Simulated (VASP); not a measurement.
```xyz
2
Lattice="0.0000 2.2869 2.2869 2.2869 0.0000 2.2869 2.2869 2.2869 0.0000" Properties=species:S:1:pos:R:3 pbc="T T T"
B      0.0000     0.0000     0.0000
As     2.2869     2.2869     2.2869
```

Calculation: PBEsol GGA, VASP's PBE PAW potentials (set 64) (plane waves; VASP). Settings: 620 eV cut-off, 14×14×14 Γ-centred mesh, first-order Methfessel-Paxton smearing of 0.10 eV, potentials B As.

Q: Estimate the energy per atom (σ→0), band gap (on the k-mesh) with the smallest direct gap where there is one.

A: 
```yaml
band gap (on the k-mesh): none (metal, semimetal or under 0.01 eV)
energy per atom (σ→0): -5.270 eV/atom
```

The absolute energy has meaning only against runs of the same code, potentials and settings.

The structure was generated: BAs was put into the rock salt type (Fm-3m), which need not be its known phase. It was relaxed first, which changed the volume by +13 %.
